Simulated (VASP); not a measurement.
OSZICAR of a VASP run on HfSi (relaxed from the wurtzite structure, space group P6_3/mmc):

File OSZICAR:
```
       N       E                     dE             d eps       ncg     rms          rms(c)
DAV:   1     0.778827074850E+02    0.77883E+02   -0.12923E+04  1216   0.113E+03
DAV:   2    -0.300364652305E+02   -0.10792E+03   -0.10543E+03  1466   0.255E+02
DAV:   3    -0.353406043946E+02   -0.53041E+01   -0.51548E+01  1564   0.394E+01
DAV:   4    -0.354294382546E+02   -0.88834E-01   -0.88583E-01  1544   0.581E+00
DAV:   5    -0.354313168976E+02   -0.18786E-02   -0.18780E-02  1578   0.715E-01    0.650E+01
DAV:   6    -0.332327002465E+02    0.21986E+01   -0.62632E+00  1284   0.110E+01    0.402E+01
DAV:   7    -0.330978642004E+02    0.13484E+00   -0.28599E+00  1476   0.801E+00    0.500E+00
DAV:   8    -0.330064128736E+02    0.91451E-01   -0.71572E-01  1268   0.377E+00    0.498E-01
DAV:   9    -0.330064568794E+02   -0.44006E-04   -0.18579E-02  1422   0.837E-01    0.355E-01
DAV:  10    -0.330064954547E+02   -0.38575E-04   -0.10032E-03  1526   0.159E-01    0.325E-01
DAV:  11    -0.330064686279E+02    0.26827E-04   -0.24584E-04  1478   0.705E-02    0.247E-02
DAV:  12    -0.330064681011E+02    0.52682E-06   -0.69969E-06  1496   0.162E-02
   1 F= -.33006468E+02 E0= -.33006168E+02  d E =-.330065E+02
       N       E                     dE             d eps       ncg     rms          rms(c)
DAV:   1    -0.330068337897E+02   -0.36516E-03   -0.13502E-02  1188   0.860E-01    0.381E-01
DAV:   2    -0.330065709920E+02    0.26280E-03   -0.71689E-04  1218   0.184E-01    0.819E-02
DAV:   3    -0.330064801607E+02    0.90831E-04   -0.19037E-04  1442   0.828E-02    0.349E-02
DAV:   4    -0.330064619083E+02    0.18252E-04   -0.27669E-05  1454   0.353E-02    0.289E-02
DAV:   5    -0.330064592761E+02    0.26323E-05   -0.38889E-06  1282   0.108E-02    0.152E-02
DAV:   6    -0.330064585394E+02    0.73665E-06   -0.59347E-07   678   0.370E-03
   2 F= -.33006459E+02 E0= -.33006159E+02  d E =0.956171E-05
       N       E                     dE             d eps       ncg     rms          rms(c)
DAV:   1    -0.330066065051E+02   -0.14723E-03   -0.38188E-03  1174   0.457E-01    0.202E-01
DAV:   2    -0.330065331301E+02    0.73375E-04   -0.20223E-04  1190   0.979E-02    0.433E-02
DAV:   3    -0.330065080019E+02    0.25128E-04   -0.53116E-05  1432   0.439E-02    0.184E-02
DAV:   4    -0.330065032416E+02    0.47603E-05   -0.79039E-06  1436   0.189E-02    0.152E-02
DAV:   5    -0.330065030950E+02    0.14655E-06   -0.92629E-07   664   0.577E-03
   3 F= -.33006503E+02 E0= -.33006203E+02  d E =-.349939E-04
```

Task: Which electronic solver shows in the log?

Result: It is blocked Davidson (ALGO = Normal, or the opening steps of other solvers). The INCAR had ALGO = Normal.

Task: Can the final energy be trusted as converged?

Result: The calculation finished and met its thresholds. It stopped with EDIFF = 1E-6, NELM = 100, NSW = 60 and EDIFFG = -0.02 after 3 ionic steps (PBEsol GGA, plane waves, VASP's PBE PAW potentials (set 64)).

The structure was generated: HfSi was put into the wurtzite type (P6_3mc), which need not be its known phase. This run relaxes it. It ends in space group P6_3/mmc. Symmetry was kept, so distortions that lower it aren't found. The start is the result of an earlier pass.
